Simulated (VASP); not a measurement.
Level of theory: PBEsol GGA, VASP's PBE PAW potentials (set 64) (plane waves; VASP 6.6.1).

The input files of a VASP run:

File KPOINTS:
```
Automatic mesh
0
Gamma
7 5 1
0 0 0
```

INCAR:
```
ALGO  =  Normal
DIPOL  =  0.5 0.5 0.5
EDIFF  =  1E-6
ENCUT  =  450
GGA  =  PS
IDIPOL  =  3
ISMEAR  =  0
LASPH  =  T
LCHARG  =  F
LDIPOL  =  T
LORBIT  =  11
LREAL  =  F
LVHAR  =  T
LWAVE  =  F
NELM  =  100
NELMIN  =  4
PREC  =  Normal
SIGMA  =  0.05
SYSTEM  =  MgO(110) slab
```

File POSCAR:
```
MgO(110) slab
1
    2.9769200000     0.0000000000     0.0000000000
    0.0000000000     4.2100000000     0.0000000000
    0.0000000000     0.0000000000    26.9076780000
Mg O
8 8
Direct
  0.0000000000   0.0000000000   0.3106269221
  0.5000000000   0.5000000000   0.3584717918
  0.0000000000   0.0000000000   0.4177051966
  0.5000000000   0.5000000000   0.4716449537
  0.0000000000   0.0000000000   0.5283550463
  0.5000000000   0.5000000000   0.5822948034
  0.0000000000   0.0000000000   0.6415282082
  0.5000000000   0.5000000000   0.6893730779
  0.5000000000   0.0000000000   0.3606063570
  0.0000000000   0.5000000000   0.3073672315
  0.5000000000   0.0000000000   0.4721744493
  0.0000000000   0.5000000000   0.4168653855
  0.5000000000   0.0000000000   0.5831346145
  0.0000000000   0.5000000000   0.5278255507
  0.5000000000   0.0000000000   0.6926327685
  0.0000000000   0.5000000000   0.6393936430
```

POTCAR, in this order: Mg O (PBE.64 set). Program: vasp_std. Read from the step before: WAVECAR.

Output of the run:

### OUTCAR
```
 ion  position               nearest neighbor table
   1  0.000  0.000  0.311-   9 2.01   9 2.01  10 2.11  10 2.11   3 2.88   2 2.88   2 2.88   2 2.88
                             2 2.88
   2  0.500  0.500  0.358-  10 2.03  10 2.03   9 2.11   9 2.11  12 2.16  12 2.16   1 2.88   1 2.88
                             1 2.88   1 2.88   3 3.03   3 3.03   3 3.03   3 3.03   4 3.05
   3  0.000  0.000  0.418-  11 2.09  11 2.09  12 2.11  12 2.11   9 2.14   9 2.14   1 2.88   4 2.96
                             4 2.96   4 2.96   4 2.96   5 2.98   2 3.03   2 3.03   2 3.03   2 3.03
   4  0.500  0.500  0.472-  12 2.09  12 2.09  11 2.11  11 2.11  14 2.12  14 2.12   3 2.96   3 2.96
                             3 2.96   3 2.96   6 2.98   5 3.00   5 3.00   5 3.00   5 3.00   2 3.05
   5  0.000  0.000  0.528-  13 2.09  13 2.09  14 2.11  14 2.11  11 2.12  11 2.12   6 2.96   6 2.96
                             6 2.96   6 2.96   3 2.98   4 3.00   4 3.00   4 3.00   4 3.00   7 3.05
   6  0.500  0.500  0.582-  14 2.09  14 2.09  13 2.11  13 2.11  16 2.14  16 2.14   8 2.88   5 2.96
                             5 2.96   5 2.96   5 2.96   4 2.98   7 3.03   7 3.03   7 3.03   7 3.03
   7  0.000  0.000  0.642-  15 2.03  15 2.03  16 2.11  16 2.11  13 2.16  13 2.16   8 2.88   8 2.88
                             8 2.88   8 2.88   6 3.03   6 3.03   6 3.03   6 3.03   5 3.05
   8  0.500  0.500  0.689-  16 2.01  16 2.01  15 2.11  15 2.11   6 2.88   7 2.88   7 2.88   7 2.88
                             7 2.88
   9  0.500  0.000  0.361-   1 2.01   1 2.01   2 2.11   2 2.11   3 2.14   3 2.14
  10  0.000  0.500  0.307-   2 2.03   2 2.03   1 2.11   1 2.11
  11  0.500  0.000  0.472-   3 2.09   3 2.09   4 2.11   4 2.11   5 2.12   5 2.12
  12  0.000  0.500  0.417-   4 2.09   4 2.09   3 2.11   3 2.11   2 2.16   2 2.16
  13  0.500  0.000  0.583-   5 2.09   5 2.09   6 2.11   6 2.11   7 2.16   7 2.16
  14  0.000  0.500  0.528-   6 2.09   6 2.09   5 2.11   5 2.11   4 2.12   4 2.12
  15  0.500  0.000  0.693-   7 2.03   7 2.03   8 2.11   8 2.11
  16  0.000  0.500  0.639-   8 2.01   8 2.01   7 2.11   7 2.11   6 2.14   6 2.14
  LATTYP: Found a simple orthorhombic cell.
 ALAT       =     2.9769200000
 B/A-ratio  =     1.4142133480
 C/A-ratio  =     9.0387642261
 Subroutine PRICEL returns:
 Original cell was already a primitive cell.
 Subroutine GETGRP returns: Found  8 space group operations
The static configuration has the point symmetry C_2v.
 The point group associated with its full space group is D_2h.
The dynamic configuration has the point symmetry C_2v.
 Subroutine INISYM returns: Found  8 space group operations
 Subroutine IBZKPT returns following result:
 Found     12 irreducible k-points:

 Following reciprocal coordinates:
...
```

**OSZICAR**
```
       N       E                     dE             d eps       ncg     rms          rms(c)
DAV:   1    -0.964476058154E+02   -0.96448E+02   -0.32284E-05  1148   0.396E-02    0.719E-03
DAV:   2    -0.964476043047E+02    0.15107E-05   -0.53460E-06  1054   0.174E-02    0.250E-03
DAV:   3    -0.964476043357E+02   -0.31079E-07   -0.27249E-06  1022   0.966E-03    0.168E-03
DAV:   4    -0.964476043084E+02    0.27302E-07   -0.33341E-07   729   0.358E-03
   1 F= -.96447604E+02 E0= -.96447604E+02  d E =-.112171E-18
```

File OUTCAR:
```
------------------------ aborting loop because EDIFF is reached ----------------------------------------
  FORCE on cell =-STRESS in cart. coord.  units (eV):
  Direction    XX          YY          ZZ          XY          YZ          ZX
  --------------------------------------------------------------------------------------
  Total        5.6051109    -11.5330749     -1.9443275      0.0000000      0.0000000      0.0000000
  in kB       26.6298863    -54.7936479     -9.2375016      0.0000000      0.0000000      0.0000000
  external PRESSURE =     -12.4670877 kB  Pullay stress =       0.0000000 kB
  volume of cell :      337.23
      direct lattice vectors                 reciprocal lattice vectors
     2.976920000  0.000000000  0.000000000     0.335917660  0.000000000  0.000000000
     0.000000000  4.210000000  0.000000000     0.000000000  0.237529691  0.000000000
     0.000000000  0.000000000 26.907678000     0.000000000  0.000000000  0.037164114
 POSITION                                       TOTAL-FORCE (eV/Angst)
 -----------------------------------------------------------------------------------
      0.00000      0.00000      8.35825         0.000000      0.000000      0.005921
      1.48846      2.10500      9.64564         0.000000      0.000000      0.002941
      0.00000      0.00000     11.23948         0.000000      0.000000      0.004139
      1.48846      2.10500     12.69087         0.000000      0.000000      0.008848
      0.00000      0.00000     14.21681         0.000000      0.000000     -0.008848
      1.48846      2.10500     15.66820         0.000000      0.000000     -0.004139
      0.00000      0.00000     17.26203         0.000000      0.000000     -0.002941
      1.48846      2.10500     18.54943         0.000000      0.000000     -0.005921
      1.48846      0.00000      9.70308         0.000000      0.000000      0.018546
      0.00000      2.10500      8.27054         0.000000      0.000000      0.024490
      1.48846      0.00000     12.70512         0.000000      0.000000      0.002093
      0.00000      2.10500     11.21688         0.000000      0.000000      0.027767
      1.48846      0.00000     15.69080         0.000000      0.000000     -0.027767
      0.00000      2.10500     14.20256         0.000000      0.000000     -0.002093
      1.48846      0.00000     18.63714         0.000000      0.000000     -0.024490
      0.00000      2.10500     17.20460         0.000000      0.000000     -0.018546
 -----------------------------------------------------------------------------------
    total drift:                                0.000000      0.000000      0.000000
  FREE ENERGIE OF THE ION-ELECTRON SYSTEM (eV)
  ---------------------------------------------------
  free  energy   TOTEN  =       -96.4476043084 eV

  energy  without entropy=      -96.4476043084  energy(sigma->0) =      -96.44760431

 total charge

# of ion       s       p       d       tot
------------------------------------------
    1        0.157   0.163   0.066   0.386
    2        0.157   0.190   0.084   0.431
    3        0.149   0.179   0.078   0.406
    4        0.150   0.181   0.080   0.411
    5        0.150   0.181   0.080   0.411
    6        0.149   0.179   0.078   0.406
    7        0.157   0.190   0.084   0.431
    8        0.157   0.163   0.066   0.386
    9        1.551   3.554   0.000   5.105
   10        1.551   3.462   0.000   5.013
   11        1.547   3.544   0.000   5.091
   12        1.547   3.534   0.000   5.081
   13        1.547   3.534   0.000   5.081
   14        1.547   3.544   0.000   5.091
   15        1.551   3.462   0.000   5.013
   16        1.551   3.554   0.000   5.105
--------------------------------------------------
tot         13.621  29.613   0.617  43.851
```
(Selected blocks of OUTCAR.)

**OUTCAR**
```
 val. band max:       -0.8262167740   @ k =   0.0000   0.0000   0.0000

 cond. band min:       1.3050611005   @ k =   0.0000   0.0000   0.0000


 Fermi energy:        -0.5212498571

 k-point     1 :       0.0000    0.0000    0.0000
  band No.  band energies     occupation
      1     -18.9064      2.00000
      2     -18.7331      2.00000
      3     -18.3682      2.00000
      4     -17.7983      2.00000
      5     -17.3770      2.00000
      6     -17.3444      2.00000
      7     -16.5413      2.00000
      8     -16.5409      2.00000
      9      -5.7672      2.00000
     10      -5.4226      2.00000
     11      -5.3090      2.00000
     12      -4.9933      2.00000
     13      -4.8440      2.00000
     14      -4.7396      2.00000
     15      -4.0258      2.00000
     16      -3.9548      2.00000
     17      -3.7924      2.00000
     18      -3.1792      2.00000
     19      -3.1448      2.00000
     20      -3.0034      2.00000
     21      -2.9178      2.00000
     22      -2.8808      2.00000
     23      -2.4203      2.00000
     24      -2.3771      2.00000
     25      -2.1706      2.00000
     26      -1.9865      2.00000
     27      -1.9692      2.00000
     28      -1.9595      2.00000
     29      -1.8017      2.00000
     30      -1.7816      2.00000
     31      -0.8262      2.00000
     32      -0.8262      2.00000
     33       1.3051      0.00000
     34       1.4281      0.00000
     35       3.5240      0.00000
     36       3.8888      0.00000
     37       4.0022      0.00000
     38       4.8905      0.00000
     39       5.1176      0.00000
     40       6.0892      0.00000
     41       6.5362      0.00000

 k-point     2 :       0.1429    0.0000    0.0000
  band No.  band energies     occupation
      1     -18.7717      2.00000
      2     -18.6191      2.00000
      3     -18.2749      2.00000
      4     -17.7347      2.00000
      5     -17.3443      2.00000
      6     -17.3249      2.00000
      7     -16.4931      2.00000
...
```

At this cut-off the stress carries a Pulay error, which pulls relaxed volumes low.

The cell is a thin slab with vacuum, built from MgO (rock salt): (110) face.
